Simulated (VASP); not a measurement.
Given:

```xyz
2
Lattice="0.0000 2.3536 2.3536 2.3536 0.0000 2.3536 2.3536 2.3536 0.0000" Properties=species:S:1:pos:R:3 pbc="T T T"
Cd     0.0000     0.0000     0.0000
O      2.3536     2.3536     2.3536
```

Level of theory: PBEsol GGA, VASP's PBE PAW potentials (set 64) (plane waves; VASP). Settings: 520 eV cut-off, 15×15×15 Γ-centred mesh, tetrahedra with Blöchl corrections, potentials Cd O.

**Question.** What does the run give for the energy per atom (σ→0), band gap (on the k-mesh) with the smallest direct gap where there is one?

**Answer.** 
The band gap (on the k-mesh) is none (metal, semimetal or under 0.01 eV) and the energy per atom (σ→0) is -4.252 eV/atom.

Only differences to runs with the same potentials and settings are physical.

The compound is CdO in the rock salt structure. It was relaxed first.
